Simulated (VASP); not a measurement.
Relaxed, unreconstructed slabs of Fe (bcc). These are PBEsol GGA, VASP's PBE PAW potentials (set 64) (plane waves; VASP) values and carry that method's errors.

Slab and bulk use different k-meshes, so the surface energy is good to a few per cent at best.

### Question
Order the faces (211) [8 atoms], (110) [5 atoms] by surface energy, lowest first.

### Answer
(110) [5 atoms] (2.90 J/m²), (211) [8 atoms] (3.10 J/m²)

### Question
And what are their work functions?

### Answer
(211) [8 atoms] 4.30 eV, (110) [5 atoms] 4.95 eV.

Runs of the series that failed, ran out of time, didn't relax or are held back are left out, and each face is given by its thickest slab.

The cell is a thin slab with vacuum, built from Fe (bcc).
